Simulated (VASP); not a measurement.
## TiMoSe3: relaxation of cell and atoms with PBE

The system is TiMoSe3.

```
CELL_PARAMETERS angstrom
-2.74950 3.16630 4.07863
2.74950 -3.16630 4.07863
2.74950 3.16630 -4.07863
ATOMIC_POSITIONS crystal
Ti 0.50000 0.50000 0.00000
Mo 0.00000 0.50000 0.50000
Se 0.50000 0.00000 0.50000
Se 0.83256 0.83256 0.00000
Se 0.16744 0.16744 0.00000
```

The cell was built by a generator and needn't be a form met in nature.

```
Program                : VASP 6.6.1
Task                   : relaxation of cell and atoms
Functional             : PBE
Potentials or basis    : VASP PAW PBE potentials, release 64 (Ti_sv, Mo_sv, Se)
Cutoff                 : 520 eV
k mesh                 : 4 × 4 × 4
Occupations            : gaussian, width 0.15 eV
Spin                   : no spin polarisation
Further INCAR settings : PREC = Normal; ALGO = Fast; EDIFF = 0.0001; IBRION = 2; EDIFFG = -0.08; NSW = 24; ISIF = 3
```

* Relaxed volume: 20.25 Å³/atom
* Relaxed cell: a = 5.405 Å, b = 5.405 Å, c = 5.405 Å, α = 128.91°, β = 121.19°, γ = 81.61°
* Space group after relaxing (to 0.05 Å): Immm (No. 71)
* Energy gained by relaxing: 648.5 meV/atom
* Ionic steps: 20
* Pressure after relaxing: -0.1 GPa
* Largest force after relaxing: 0.033 eV/Å
* Band gap on the k mesh: none (metal or under the smearing width)

Forces on the atoms (eV/Å):
```
Ti   0.000  0.000  0.000
Mo   0.000  0.000  0.000
Se   0.000  0.000  0.000
Se   0.000  0.000  0.033
Se   0.000  0.000 -0.033
```

Stress tensor (GPa, compression positive):
```
 0.04  0.00  0.00
 0.00 -0.22  0.00
 0.00  0.00 -0.10
```

The path:
```csv
step,energy change (eV),largest force (eV/Å),pressure (GPa),volume (Å³)
1,0.0000,1.4012,-13.12,142.03
2,-2.5867,0.9525,13.13,98.55
3,-2.9619,0.9314,1.56,106.81
4,-3.1396,0.2872,0.52,108.08
5,-3.1449,0.1812,0.36,108.32
6,-3.1584,0.0565,-1.50,109.16
7,-3.1590,0.0777,-1.47,109.04
8,-3.1721,0.0022,-1.14,107.80
9,-3.1974,0.2175,-0.13,104.06
10,-3.1122,0.9664,3.82,96.54
11,-3.2002,0.2521,0.21,103.39
12,-3.2194,0.2395,0.05,102.40
13,-3.2192,0.2360,0.93,99.29
14,-3.2349,0.2271,0.24,101.25
15,-3.2369,0.2360,0.35,100.37
16,-3.2377,0.2264,0.41,100.67
17,-3.2377,0.2277,0.34,100.75
18,-3.2408,0.1268,-0.12,101.30
19,-3.2412,0.0820,-0.32,101.58
20,-3.2423,0.0325,-0.09,101.23
```

Final structure:
```
Ti Mo Se
1.0
    -2.33080    2.65383    4.09145
     2.33080   -2.65383    4.09145
     2.33080    2.65383   -4.09145
Ti Mo Se
1 1 3
Direct
  0.50000 0.50000 0.00000
  0.00000 0.50000 0.50000
  0.50000 0.00000 0.50000
  0.81420 0.81420 0.00000
  0.18580 0.18580 0.00000
```

Levels at points of the mesh, in eV from the Fermi level:
```tsv
k point	band 19	band 20	band 21	band 22	band 23	band 24	band 25	band 26
(0.00, 0.00, 0.00)	-1.84	-1.77	-0.19	0.22	0.55	0.62	1.10	2.02
(0.50, 0.00, 0.00)	-1.68	-0.34	0.01	0.17	0.31	0.40	0.47	1.10
(0.00, 0.50, 0.00)	-2.08	-1.87	-1.87	0.01	0.41	0.93	1.02	2.47
(0.50, 0.50, 0.00)	-1.28	-0.67	-0.56	-0.39	-0.06	0.49	0.98	1.55
(0.50, 0.50, 0.50)	-1.31	-1.11	-0.66	-0.48	-0.35	0.08	0.48	1.64
```

Run time: 8.1 min on 1 thread of Intel(R) Xeon(R) 6975P-C (Granite Rapids), with other jobs on the host, peak memory 0.27 GiB.

Caveat: the k mesh is coarse (spacing up to 0.38 Å⁻¹), so the values aren't converged; the volume moved by over 15 % at a fixed basis, so the end points are rough.
